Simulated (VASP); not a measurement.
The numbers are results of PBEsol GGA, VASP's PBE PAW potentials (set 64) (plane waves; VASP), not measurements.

Input for VASP

File KPOINTS:
```
Automatic
0
G
 5 5 1
```

**INCAR**
```
LWAVE = T
IBRION = 2   # conjugate gradients
IDIPOL = 3
LREAL = F
GGA = PS
SIGMA = 0.05
EDIFF = 1E-5
LASPH = T   # aspherical one-centre terms
NSW = 50
ENCUT = 450   # plane-wave cut-off (eV)
ISMEAR = 0   # Gaussian
NELMIN = 4
DIPOL = 0.5 0.5 0.5
LCHARG = F
LDIPOL = T
ISIF = 2
PREC = Normal
SYSTEM = KF(100) slab
NELM = 100   # most electronic steps
EDIFFG = -0.03   # ionic stop
ALGO = Normal
```

### POSCAR
```
KF(100) slab
1
    3.7572144912     0.0000000000     0.0000000000
    0.0000000000     3.7572144912    -0.0000000000
   -0.0000000000    -0.0000000000    25.5246831631
K F
4 4
Direct
  0.0000000000   0.5000000000   0.3438720000
  0.5000000000   0.0000000000   0.4479570000
  0.0000000000   0.5000000000   0.5520430000
  0.5000000000   0.0000000000   0.6561280000
  0.0000000000   0.5000000000   0.4479570000
  0.5000000000   0.0000000000   0.3438720000
  0.0000000000   0.5000000000   0.6561280000
  0.5000000000   0.0000000000   0.5520430000
```

POTCAR, in this order: K_sv F (PBE.64 set). Program: vasp_std.

The resulting files:

**OUTCAR**
```
 ion  position               nearest neighbor table
   1  0.000  0.500  0.344-   5 2.66   6 2.66   6 2.66   6 2.66   6 2.66   2 3.76   2 3.76   2 3.76
                             2 3.76
   2  0.500  0.000  0.448-   6 2.66   5 2.66   5 2.66   5 2.66   5 2.66   8 2.66   1 3.76   1 3.76
                             1 3.76   1 3.76   3 3.76   3 3.76   3 3.76   3 3.76
   3  0.000  0.500  0.552-   7 2.66   8 2.66   8 2.66   8 2.66   8 2.66   5 2.66   4 3.76   4 3.76
                             4 3.76   4 3.76   2 3.76   2 3.76   2 3.76   2 3.76
   4  0.500  0.000  0.656-   8 2.66   7 2.66   7 2.66   7 2.66   7 2.66   3 3.76   3 3.76   3 3.76
                             3 3.76
   5  0.000  0.500  0.448-   1 2.66   2 2.66   2 2.66   2 2.66   2 2.66   3 2.66
   6  0.500  0.000  0.344-   2 2.66   1 2.66   1 2.66   1 2.66   1 2.66
   7  0.000  0.500  0.656-   3 2.66   4 2.66   4 2.66   4 2.66   4 2.66
   8  0.500  0.000  0.552-   4 2.66   3 2.66   3 2.66   3 2.66   3 2.66   2 2.66
  LATTYP: Found a simple tetragonal cell.
 ALAT       =     3.7572144912
 C/A-ratio  =     6.7935123807
 Subroutine PRICEL returns:
 Original cell was already a primitive cell.
 Subroutine GETGRP returns: Found 16 space group operations
The static configuration has the point symmetry D_2d.
 The point group associated with its full space group is D_4h.
The dynamic configuration has the point symmetry D_2d.
 Subroutine INISYM returns: Found 16 space group operations
 Subroutine IBZKPT returns following result:
 Found      6 irreducible k-points:
...
```

OSZICAR:
```
       N       E                     dE             d eps       ncg     rms          rms(c)
DAV:   1     0.611717866636E+03    0.61172E+03   -0.28223E+04   512   0.128E+03
DAV:   2     0.287860451031E+02   -0.58293E+03   -0.57241E+03   594   0.388E+02
DAV:   3    -0.321705673956E+02   -0.60957E+02   -0.60745E+02   528   0.120E+02
DAV:   4    -0.390151916776E+02   -0.68446E+01   -0.68305E+01   712   0.250E+01
DAV:   5    -0.391788865567E+02   -0.16369E+00   -0.16366E+00   614   0.505E+00    0.120E+01
DAV:   6    -0.342552537232E+02    0.49236E+01   -0.21085E+01   516   0.222E+01    0.721E+00
DAV:   7    -0.340918978143E+02    0.16336E+00   -0.13371E+00   660   0.523E+00    0.586E+00
DAV:   8    -0.338404919634E+02    0.25141E+00   -0.48108E-01   522   0.464E+00    0.934E-01
DAV:   9    -0.337944133035E+02    0.46079E-01   -0.10999E-01   522   0.153E+00    0.418E-01
DAV:  10    -0.337576451656E+02    0.36768E-01   -0.35345E-02   592   0.130E+00    0.151E-01
DAV:  11    -0.337478808441E+02    0.97643E-02   -0.14396E-02   586   0.709E-01    0.151E-01
DAV:  12    -0.337464308274E+02    0.14500E-02   -0.47588E-03   560   0.474E-01    0.662E-02
DAV:  13    -0.337473843326E+02   -0.95351E-03   -0.16059E-03   582   0.243E-01    0.418E-02
DAV:  14    -0.337488228165E+02   -0.14385E-02   -0.51852E-04   526   0.114E-01    0.207E-02
DAV:  15    -0.337496963684E+02   -0.87355E-03   -0.15186E-04   576   0.537E-02    0.164E-02
DAV:  16    -0.337505182273E+02   -0.82186E-03   -0.12309E-04   416   0.502E-02    0.107E-02
DAV:  17    -0.337507776623E+02   -0.25944E-03   -0.29950E-05   424   0.269E-02    0.441E-03
DAV:  18    -0.337509287966E+02   -0.15113E-03   -0.22615E-05   364   0.244E-02    0.327E-03
DAV:  19    -0.337509801190E+02   -0.51322E-04   -0.49696E-06   318   0.134E-02    0.382E-03
DAV:  20    -0.337510196577E+02   -0.39539E-04   -0.14387E-06   318   0.611E-03    0.179E-03
DAV:  21    -0.337510459153E+02   -0.26258E-04   -0.17332E-06   312   0.451E-03    0.105E-03
DAV:  22    -0.337510613265E+02   -0.15411E-04   -0.61098E-07   270   0.338E-03    0.496E-04
DAV:  23    -0.337510649816E+02   -0.36552E-05   -0.27082E-07   288   0.215E-03
   1 F= -.33751065E+02 E0= -.33751065E+02  d E =-.337511E+02
       N       E                     dE             d eps       ncg     rms          rms(c)
DAV:   1    -0.337513864225E+02   -0.32510E-03   -0.27868E-01   468   0.280E+00    0.561E-02
DAV:   2    -0.337518458680E+02   -0.45945E-03   -0.48804E-03   510   0.352E-01    0.238E-02
DAV:   3    -0.337518319466E+02    0.13921E-04   -0.67687E-05   664   0.397E-02    0.170E-02
DAV:   4    -0.337518162996E+02    0.15647E-04   -0.18056E-05   360   0.291E-02    0.695E-03
DAV:   5    -0.337518116144E+02    0.46853E-05   -0.11827E-05   360   0.213E-02
   2 F= -.33751812E+02 E0= -.33751812E+02  d E =-.746633E-03
       N       E                     dE             d eps       ncg     rms          rms(c)
DAV:   1    -0.337493958781E+02    0.24204E-02   -0.25092E+00   456   0.842E+00    0.171E-01
DAV:   2    -0.337535608112E+02   -0.41649E-02   -0.44351E-02   510   0.106E+00    0.737E-02
DAV:   3    -0.337534319825E+02    0.12883E-03   -0.64425E-04   736   0.121E-01    0.519E-02
DAV:   4    -0.337532995160E+02    0.13247E-03   -0.15196E-04   498   0.804E-02    0.236E-02
DAV:   5    -0.337532459693E+02    0.53547E-04   -0.10805E-04   494   0.696E-02    0.822E-03
DAV:   6    -0.337532406375E+02    0.53318E-05   -0.25157E-05   378   0.339E-02
   3 F= -.33753241E+02 E0= -.33753241E+02  d E =-.217566E-02
       N       E                     dE             d eps       ncg     rms          rms(c)
DAV:   1    -0.337365200415E+02    0.16726E-01   -0.10030E+01   456   0.169E+01    0.353E-01
DAV:   2    -0.337537532762E+02   -0.17233E-01   -0.18409E-01   510   0.217E+00    0.167E-01
DAV:   3    -0.337531820265E+02    0.57125E-03   -0.28197E-03   704   0.253E-01    0.109E-01
DAV:   4    -0.337526970277E+02    0.48500E-03   -0.53270E-04   532   0.145E-01    0.549E-02
DAV:   5    -0.337524476607E+02    0.24937E-03   -0.46251E-04   576   0.148E-01    0.162E-02
DAV:   6    -0.337524215527E+02    0.26108E-04   -0.13747E-04   594   0.688E-02    0.105E-02
DAV:   7    -0.337524181585E+02    0.33942E-05   -0.22397E-05   420   0.371E-02
   4 F= -.33752418E+02 E0= -.33752418E+02  d E =-.135318E-02
       N       E                     dE             d eps       ncg     rms          rms(c)
DAV:   1    -0.337471255642E+02    0.52960E-02   -0.40402E+00   456   0.107E+01    0.220E-01
DAV:   2    -0.337539804123E+02   -0.68548E-02   -0.72815E-02   510   0.136E+00    0.105E-01
DAV:   3    -0.337538012126E+02    0.17920E-03   -0.11760E-03   718   0.161E-01    0.683E-02
DAV:   4    -0.337536381966E+02    0.16302E-03   -0.20274E-04   492   0.919E-02    0.359E-02
DAV:   5    -0.337535356846E+02    0.10251E-03   -0.19123E-04   486   0.943E-02    0.929E-03
DAV:   6    -0.337535303201E+02    0.53645E-05   -0.50741E-05   416   0.384E-02
   5 F= -.33753530E+02 E0= -.33753530E+02  d E =-.246534E-02
```

OUTCAR:
```
------------------------ aborting loop because EDIFF is reached ----------------------------------------
  FORCE on cell =-STRESS in cart. coord.  units (eV):
  Direction    XX          YY          ZZ          XY          YZ          ZX
  --------------------------------------------------------------------------------------
  Total       -2.1870658     -2.1870658     -1.4874196      0.0000000     -0.0000000     -0.0000000
  in kB       -9.7247867     -9.7247867     -6.6138103      0.0000000     -0.0000000     -0.0000000
  external PRESSURE =      -8.6877946 kB  Pullay stress =       0.0000000 kB
  volume of cell :      360.32
      direct lattice vectors                 reciprocal lattice vectors
     3.757214491  0.000000000  0.000000000     0.266154621  0.000000000  0.000000000
     0.000000000  3.757214491  0.000000000     0.000000000  0.266154621  0.000000000
     0.000000000  0.000000000 25.524683163     0.000000000  0.000000000  0.039177763
 POSITION                                       TOTAL-FORCE (eV/Angst)
 -----------------------------------------------------------------------------------
      0.00000      1.87861      8.77059         0.000000      0.000000      0.024367
      1.87861      0.00000     11.42858        -0.000000      0.000000      0.024149
      0.00000      1.87861     14.09611         0.000000     -0.000000     -0.024149
      1.87861      0.00000     16.75409        -0.000000      0.000000     -0.024367
      0.00000      1.87861     11.41975         0.000000     -0.000000     -0.024096
      1.87861      0.00000      8.79909         0.000000      0.000000     -0.009565
      0.00000      1.87861     16.72559         0.000000     -0.000000      0.009565
      1.87861      0.00000     14.10493         0.000000      0.000000      0.024096
 -----------------------------------------------------------------------------------
    total drift:                                0.000000     -0.000000      0.000000
  FREE ENERGIE OF THE ION-ELECTRON SYSTEM (eV)
  ---------------------------------------------------
  free  energy   TOTEN  =       -33.7535303201 eV

  energy  without entropy=      -33.7535303201  energy(sigma->0) =      -33.75353032

 reached required accuracy - stopping structural energy minimisation
```
(Selected blocks of OUTCAR.)

CONTCAR:
```
KF(100) slab
   1.00000000000000
     3.7572144912000001    0.0000000000000000    0.0000000000000000
     0.0000000000000000    3.7572144912000001    0.0000000000000000
     0.0000000000000000    0.0000000000000000   25.5246831631000006
  K               F
     4     4
Direct
     0.0000000000000000    0.5000000000000000    0.3436120714507599
     0.5000000000000000    0.0000000000000000    0.4477461139650646
     0.0000000000000000    0.5000000000000000    0.5522538860349355
     0.5000000000000000    0.0000000000000000    0.6563879285492400
     0.0000000000000000    0.5000000000000000    0.4474003316136755
     0.5000000000000000    0.0000000000000000    0.3447288217912286
     0.0000000000000000    0.5000000000000000    0.6552711782087715
     0.5000000000000000    0.0000000000000000    0.5525996683863245
```

At this cut-off the stress carries a Pulay error, which pulls relaxed volumes low.

The cell is a thin slab with vacuum, built from KF (rock salt): (100) face.
